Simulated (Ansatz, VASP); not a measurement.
## LiZn3 in VASP and in Ansatz

```
Li Zn
1.0
     0.00000    3.01111    3.01111
     3.01111    0.00000    3.01111
     3.01111    3.01111    0.00000
Li Zn
1 3
Direct
  0.98339 0.01661 0.01661
  0.25000 0.25000 0.25000
  0.75000 0.75000 0.75000
  0.50000 0.50000 0.50000
```

The cell comes from a database or a generator and needn't be the stable form of this composition.

Alike in both runs: task single point; functional LDA; k mesh 6 × 6 × 6; occupations fermi-dirac, width 0.1 eV; no spin polarisation.

```csv
,VASP,Ansatz
version,VASP 6.6.1,Ansatz 0.2.0
potentials or method,"VASP PAW LDA potentials, release 64 (Li_sv, Zn)","plane waves, PAW"
plane-wave cutoff (eV),520,420
valence electrons in the cell,39,39
```

VASP gave:

| Property | Result |
| --- | --- |
| rms of the force components (eV/Å) | 0.105 |

Which values does Ansatz return?

rms of the force components (eV/Å): 0.104.

Atom by atom the forces differ by 0.001 eV/Å (rms over components).
